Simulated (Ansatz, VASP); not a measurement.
## Cross-check of Ni4P (P/Ni(100)) between VASP and Ansatz

Wanted: the spread between two codes on one cell, functional and k mesh. Of the first pair: The structure shown is the start of the Ansatz relaxation below; VASP solves that cell, so the two are compared at the walk's first step.

Method: plane waves, with VASP 6.6.1 beside it; PBE, in Ansatz 0.2.0.

### Step 1. Starting point

The cell holds 5 atoms: 4 Ni and 1 P. Its edges and angles: a = 2.489 Å, b = 2.489 Å, c = 24.837 Å, α = 90.0°, β = 90.0°, γ = 90.0°. Vacuum lies along c.

### Step 2. Ansatz: relaxation, PBE

Ansatz runs on its default PAW (the set named soft_2) files.

The two programs are compared at the cell with which this relaxation starts, whose forces are those of its first step.

File input.yaml:

```yaml
crystal:
  lattice:
    - [2.4890158698, 0.0, 0.0]
    - [0.0, 2.4890158698, 0.0]
    - [0.0, 0.0, 24.8367041378]
  atoms:
    - { symbol: Ni, position: [0.5, 0.5, 0.3623669208], spin: 0.76 }
    - { symbol: Ni, position: [0.0, 0.0, 0.4332297853], spin: 0.69 }
    - { symbol: Ni, position: [0.5, 0.5, 0.504984413], spin: 0.7 }
    - { symbol: Ni, position: [0.0, 0.0, 0.5731686669], spin: 0.76 }
    - { symbol: P, position: [0.5, 0.5, 0.6376330792] }
magnetization:
  spin_polarized: true
kpoints:
  mp_grid: { grid: [12, 12, 1] }
hamiltonian:
  xc: pbe
scf:
  occupations: { method: fermi_dirac, width: 0.1 }
  convergence: { dr2_threshold: 1.0e-08 }
efield:
  axis: 3
  dipole_correction: true
  ramp_position: 0.97
  ramp_width: 0.06
relax:
  f_tol: 0.02
  max_steps: 60
  constraints: [{ sites: [0, 1] }]
output:
  write_potential: true
  write_density: true
  volumetric_format: npy
```

The run is started by

```sh
> ansatz run input.yaml --threads 4 --pin off --max-ram 16384MiB --backend cpu --events-out ev --progress --plain --runs-dir out
```

Numbers of over 12 decimals in the logs are rounded to 6 here.

The program printed:

```text
Engine: ansatz 0.2.0, aarch64-unknown-linux-gnu
Pseudopotentials: kind: paw
Pseudopotential: Ni, paw, valence charge 18, recommended cutoff 420 eV (normal), Ni.paw.azcp
Pseudopotential: P, paw, valence charge 5, recommended cutoff 420 eV (normal), P.paw.azcp
Functional definition: PBE
  parameter kappa = 0.804
  parameter beta = 0.066725
  exchange = pbe_x(kappa = kappa, mu = beta*pi^2/3)
  correlation = pbe_c(beta = beta)
Crystal: 5 atoms, lattice volume = 153.868 Å³
Basis set: ecut = 420 eV, 2971 PW (Γ), exchange–correlation on 36×36×360 points (8 copies of the dense FFT grid, shifted against one another)
Bands: 48, of which v1, the nominal top of the filled ones, is band 39 counted from 1 (38 counted from 0)
Symmetry: 8 space group operations
k-points: 28 of 144
Non-local potential: Ni, projectors of the file, l = 0: 3, l = 1: 2, l = 2: 3, l = 3: 1
Non-local potential: P, projectors of the file, l = 0: 2, l = 1: 2, l = 2: 2
PAW form: soft (Blöchl's): semilocal exchange-correlation on the pseudo side does not see the compensation charge
PAW one-centre angular grid: Ni, 590 points (default); XC on 64 Gauss nodes
PAW one-centre angular grid: P, 110 points (default); XC on 64 Gauss nodes
Initial density: superposition of atomic densities (neutral atoms: chi_scale 0, normalization atom)
Starting moments: Σ|m| = 2.91 μB on 4 of 5 sites
Initial wavefunctions: pseudopotential atomic-orbital guess
Functional: x = pbe(κ = 0.804, μ = 0.219515), c = pbe(β = 0.066725)
SCF iter   1: F=—  HF=-24109.062651 eV  |F-HF|=—  |Δ(HF+E_count)|=         —  Δρ=1.98e-2 (↑1.73e-2 ↓1.98e-2)  dr2=7.57e0  dr2_m=1.20e-1  M=2.795 μB ∫|m|=2.952 μB  β_m=1.00  ethr=3.10e-3  p=-0.000 e·Å  D=-2.02e-6 V/Å  ΔV_dip=0.00 eV  dr2_dipole=9.57e-1  V_vac-E_F(+/−)=6.90/6.90 eV  ⟨swp⟩=11.6  Hψ=14616  notcnv=0  defer=32
Mixer restart at iter 1: flushing history
efield: sawtooth ramp at fractional position 0.9700 (set: `efield.ramp_position`, or a place that a band, a saddle search or an elastic batch's reference lends), width 0.0600; the density the first Hamiltonian is built on has a dipole p = -0.000 e·Å; the dipole correction subtracts the counter field D = -2.02e-6 V/Å, which shifts the + side's vacuum level by +0.00 eV against the − side's; the planar-averaged density in the ramp window peaks in size at 1.8e-5 e/Å³
preconditioner: auto → LDOS  [metal: Δε(μ)=0.009 eV  Ē_g=7.158 eV  σ=0.100 eV  W_gap=0.02  n_scr=18 (ndim 8)  ℏωp=20.1 eV  f_vac=0.588  D(μ)=7.66/eV (n_scr^D=74)]
spin=Collinear: LDOS preconditioning applied to the charge; magnetization (m = ρ↑ − ρ↓) channel mixes plain (no charge-response kernel on spin).
SCF iter   2: F=—  HF=-24109.793941 eV  |F-HF|=—  |Δ(HF+E_count)|=   7.31e-1  Δρ=1.52e-2 (↑1.52e-2 ↓1.25e-2)  dr2=1.76e0  dr2_m=1.50e-2  M=2.688 μB ∫|m|=2.967 μB  β_m=0.32  ethr=3.10e-3  p=0.011 e·Å  D=1.29e-2 V/Å  ΔV_dip=-0.32 eV  dr2_dipole=2.48e-1  V_vac-E_F(+/−)=5.78/6.10 eV  ⟨swp⟩=3.1  Hψ=4697  notcnv=0  defer=84
density mixer auto → msr1: a metal under ldos (density of states about μ 3.05 of a free-electron gas's, 18 screened modes)
SCF iter   3: F=—  HF=-24111.719372 eV  |F-HF|=—  |Δ(HF+E_count)|=    1.93e0  Δρ=7.44e-3 (↑7.44e-3 ↓6.61e-3)  dr2=2.86e-1  dr2_m=3.01e-2  M=2.636 μB ∫|m|=2.925 μB  β_m=0.40  ethr=2.29e-3  p=0.012 e·Å  D=1.47e-2 V/Å  ΔV_dip=-0.36 eV  dr2_dipole=3.99e-2  V_vac-E_F(+/−)=5.30/5.66 eV  ⟨swp⟩=3.2  Hψ=4225  notcnv=0  defer=82
SCF iter   4: F=—  HF=-24113.187423 eV  |F-HF|=—  |Δ(HF+E_count)|=         —  Δρ=1.69e-2 (↑1.42e-2 ↓1.69e-2)  dr2=9.90e-2  dr2_m=3.23e-1  M=2.297 μB ∫|m|=2.611 μB  β_m=0.40  ethr=3.71e-4  p=0.013 e·Å  D=1.48e-2 V/Å  ΔV_dip=-0.37 eV  dr2_dipole=1.99e-2  V_vac-E_F(+/−)=4.94/5.31 eV  ⟨swp⟩=3.1  Hψ=4780  notcnv=0  defer=76
SCF iter   5: F=—  HF=-24113.514072 eV  |F-HF|=—  |Δ(HF+E_count)|=   3.27e-1  Δρ=1.32e-2 (↑9.66e-3 ↓1.32e-2)  dr2=4.84e-2  dr2_m=1.76e-1  M=2.181 μB ∫|m|=2.484 μB  β_m=0.54  ethr=1.29e-4  p=0.010 e·Å  D=1.12e-2 V/Å  ΔV_dip=-0.28 eV  dr2_dipole=8.24e-3  V_vac-E_F(+/−)=4.93/5.21 eV  ⟨swp⟩=2.1  Hψ=4391  notcnv=0  defer=76
SCF iter   6: F=—  HF=-24113.751170 eV  |F-HF|=—  |Δ(HF+E_count)|=   2.37e-1  Δρ=4.03e-3 (↑4.03e-3 ↓3.85e-3)  dr2=3.77e-2  dr2_m=1.31e-2  M=1.956 μB ∫|m|=2.226 μB  β_m=0.66  ethr=6.28e-5  p=0.002 e·Å  D=2.69e-3 V/Å  ΔV_dip=-0.07 eV  dr2_dipole=4.56e-4  V_vac-E_F(+/−)=4.96/5.03 eV  ⟨swp⟩=2.5  Hψ=4986  notcnv=0  defer=76
SCF iter   7: F=—  HF=-24113.756666 eV  |F-HF|=—  |Δ(HF+E_count)|=   5.50e-3  Δρ=3.54e-3 (↑3.54e-3 ↓2.97e-3)  dr2=4.24e-2  dr2_m=1.13e-3  M=1.909 μB ∫|m|=2.176 μB  β_m=0.55  ethr=4.90e-5  p=0.001 e·Å  D=1.59e-3 V/Å  ΔV_dip=-0.04 eV  dr2_dipole=2.06e-3  V_vac-E_F(+/−)=4.85/4.89 eV  ⟨swp⟩=3.0  Hψ=6522  notcnv=0  defer=83
[...]
SCF iter   9: F=—  HF=-24113.819185 eV  |F-HF|=—  |Δ(HF+E_count)|=   1.52e-8  Δρ=1.27e-6 (↑1.27e-6 ↓5.45e-7)  dr2=1.86e-9  dr2_m=6.70e-10  M=1.926 μB ∫|m|=2.198 μB  β_m=0.59  ethr=2.67e-11  p=-0.003 e·Å  D=-3.04e-3 V/Å  ΔV_dip=0.08 eV  dr2_dipole=2.06e-13  V_vac-E_F(+/−)=4.97/4.89 eV  ⟨swp⟩=3.5  Hψ=5639  notcnv=0  defer=84
SCF iter  10: F=-24113.819185 eV  HF=-24113.819185 eV  |F-HF|=1.80e-9  |Δ(HF+E_count)|=   7.27e-9  Δρ=9.74e-7 (↑3.84e-7 ↓9.74e-7)  dr2=4.82e-9  dr2_m=1.69e-10  M=1.926 μB ∫|m|=2.198 μB  ethr=2.41e-12  p=-0.003 e·Å  D=-3.04e-3 V/Å  ΔV_dip=0.08 eV  dr2_dipole=6.15e-10  V_vac-E_F(+/−)=4.97/4.89 eV  ⟨swp⟩=6.9  Hψ=17436  notcnv=0
SCF 5 converged in 10 iterations: F = -24113.819185 eV  dr2 = 4.82e-9
relax step   5: F+E_penalty+E_count = -24113.81918512 eV  Δ(F+E_penalty+E_count) = -1.138e-4 eV  max|allowed force component| = 6.401e-4 eV/Å  Δτ_max = 0.0065 Å  (10 SCF iters, accepted)
NSCF: frozen V_eff on 28 k-points
the band table was solved once a step of the walk had ended and its energy, with any forces and stress, was formed, with the checks that follow a solve (14512 applications of the Hamiltonian). They found nothing against the state; the energy, forces and stress were not computed again (output.eigenvalues in the input reference)
solved again in the potential of the output density, not every published eigenvalue holds within its bar: in spin ↑, 10 eigenvalues moved, the lowest at band 44; the one that moved furthest (k=0, band 44), published at 8.507 eV, moved by -0.0036 eV, against a bar of 0.0032 eV; in spin ↓, 10 eigenvalues moved, the lowest at band 44; the one that moved furthest (k=0, band 44), published at 8.509 eV, moved by -0.0041 eV [...]
WARN: The output density's exchange-correlation potential varies sharply where the density is thin. Do not read a vacuum level from v_tot or v_xc, or from such a field of the output density. On a cell that repeats whose density bears no net charge and no dipole along the vacuum's axis use v_es (v_loc + v_h of the components); under efield.dipole_correction with no amplitude use v_es + v_field, which holds any externa [...]
SCF converged after 10 iterations
Magnetization: 1.9263 μB (39.4632 up, 37.5368 down)
Absolute magnetization: 2.2007 μB (∫|ρ↑−ρ↓|, with the PAW one-centre terms)
Spin contamination: 0.0603 ħ² per cell (⟨S²⟩ above its minimum at these occupations)
Per-site moments (μB) at R_I (Å): [(0.764878, 1.026719), (0.665430, 1.023992), (0.559868, 1.023992), (0.048352, 0.969019), (0.000721317, 0.969019)]
Free energy (F): -24113.819185 eV
Harris-Foulkes:  -24113.819185 eV  (|F-HF|=1.80e-9)
Internal energy: -24113.608188 eV  (E = F + TS)
E sigma→0 (E₀):  -24113.713687 eV
Entropy (-TS):   -0.210997 eV (-42.199 meV/atom)
Fermi energy:    3.133027 eV
Dipole field:    D = -0.003081 V/Å  (p = -0.002619 e·Å, saw-weighted, corrected)
Work function:   Φ+ = 4.9660 eV   Φ− = 4.8895 eV
Levels:          The Fermi level and band energies are counted from a zero that moves with the ramp; work functions are not
--- Per-component energies (eV) ---
  E_band       = -2233.338742
  E_kinetic    = 1201.405352
  E_local      = -185492.748540  (includes V_loc(G=0)·N_el)
  E_nonlocal   = 2582.583238
  E_hartree    = 91045.615744
  E_xc         = -399.830268
  E_vxc        = -497.006006  (∫ρ·V_xc dr)
  E_paw        = -7093.772698  (= ΣΔE_a)
  E_vpaw       = -2118.682896  (= ΣTr[D̂ρ^β])
  E_aug_tail   = 0.002035  (compensation charges beyond the density's cutoff)
  E_efield     = 0.000004  (sawtooth field / dipole correction)
  E_vefield    = -0.114545  (∫n·V_field dr)
  E_ewald      = 74043.136945
  E_smearing   = -0.210997  (= −TS)
  E_closure    = -0.000000  (closes the sum)
  Σ components = -24113.819185   (vs F -24113.819185, Δ=0.00e0)
--- Forces (eV/Å), atoms counted from 1 ---
  atom   1  Ni     0.00000000     0.00000000     0.32393645
  atom   2  Ni    -0.00000000     0.00000000    -0.32395993
  atom   3  Ni     0.00000000     0.00000000     0.00025206
  atom   4  Ni     0.00000000    -0.00000000     0.00043352
  atom   5  P     -0.00000000    -0.00000000    -0.00064008
  max |Σ_I F_I| component: 2.20e-5 eV/Å
--- Band table (eV; the first three rows and the last of 56) ---
  k-point 0 ↑: bands = [... 35 lower, 2.0156, 2.1642, 2.4364, 2.5502, 2.5502, 2.6059, 4.2762, 7.4066, ... 5 higher]
  k-point 1 ↑: bands = [... 35 lower, 2.1775, 2.2070, 2.3405, 2.5507, 2.6055, 2.6806, 4.7121, 7.0613, ... 5 higher]
  k-point 2 ↑: bands = [... 35 lower, 1.9719, 2.1821, 2.2197, 2.4881, 2.6214, 3.2855, 4.8982, 5.6662, ... 5 higher]
  k-point 27 ↓: bands = [... 35 lower, 3.1572, 3.5085, 3.6292, 3.8204, 5.7058, 6.5080, 6.5969, 6.5969, ... 5 higher]
--- Relaxed structure (5 steps of the walk, 5 accepted, 0 SCFs on fresh bases) ---
  F+E_penalty+E_count = -24113.81918512 eV   max|allowed force component| = 6.401e-4 eV/Å
  atoms:
    - { symbol: Ni, position: [0.500000, 0.500000, 0.3623669208] }
    - { symbol: Ni, position: [0.0, 0.0, 0.433230] }
    - { symbol: Ni, position: [0.500000, 0.500000, 0.503716] }
    - { symbol: Ni, position: [1.0033861045318721e-17, 0, 0.578344] }
    - { symbol: P, position: [0.500000, 0.500000, 0.640990] }
```

(Continued in part 2 of 2.)

[Lines on the potential files, build, host, timing and source positions are cut from VASP's logs without a mark.]

[Logs are printed without paths, hosts, clocks, repeated set-up lines and the standing remarks that a program may print on its own settings, such as how far it seeks lower states.]

[Hosts, paths, dates, database ids (printed as entryN), source tags and the programs' standing remarks are cut or masked in the printed files.]
